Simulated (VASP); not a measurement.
A VASP calculation is set up with these files.

File KPOINTS:
```
Automatic mesh
0
Gamma
12 12 12
0 0 0
```

### INCAR
```
GGA = PS
ENCUT = 520
ISIF = 3
LASPH = .True.   # aspherical one-centre terms
ALGO = Normal   # blocked Davidson
NELM = 100   # most electronic steps
EDIFF = 1E-6   # SCF stop (eV)
NSW = 60   # most ionic steps
SIGMA = 0.1   # width (eV)
LWAVE = .False.
LMAXMIX = 6   # l cut-off of mixed one-centre charges
LREAL = .False.   # projection in real space or not
LCHARG = .False.
IBRION = 2   # conjugate gradients
ISMEAR = 1   # Methfessel-Paxton
PREC = Accurate
EDIFFG = -0.01
SYSTEM = HfC
```

**POSCAR**
```
HfC
1
   -0.0000000000     2.3029435902     2.3029435902
    2.3029435902     0.0000000000     2.3029435902
    2.3029435902     2.3029435902     0.0000000000
Hf C
1 1
Direct
  0.0000000000   0.0000000000   0.0000000000
  0.5000000000   0.5000000000   0.5000000000
```

POTCAR, in this order: Hf_pv C (PBE.64 set). Program: vasp_std.

Question: Translate this PBEsol calculation to Ansatz.

Answer: One equivalent input (not run):
Ansatz 0.2 input:
```yaml
crystal:
  lattice:
    - [0.0000000, 2.3029436, 2.3029436]
    - [2.3029436, 0.0000000, 2.3029436]
    - [2.3029436, 2.3029436, 0.0000000]
  atoms:
    - { symbol: Hf, position: [0.0000000, 0.0000000, 0.0000000] }
    - { symbol: C, position: [0.5000000, 0.5000000, 0.5000000] }
kpoints:
  mp_grid: { grid: [12, 12, 12] }
hamiltonian:
  xc: pbesol
  pseudopotentials: { kind: paw }
scf:
  occupations: { method: methfessel_paxton, width: 0.1 }
  max_iter: 100
relax:
  max_steps: 60
  f_tol: 0.01
  cell: {}
output: { forces: true, stress: true, eigenvalues: true }
```
Limits of the translation: each code has its own PAW files, so the cut-off isn't converted (ENCUT is set for VASP's; basis.ecutwfc is left out, and Ansatz then takes the one that its files recommend); Ansatz stops its SCF on the density residual and VASP on the energy change (EDIFF).

The compound is HfC in the rock salt structure. It was relaxed first. The start is the result of an earlier pass.
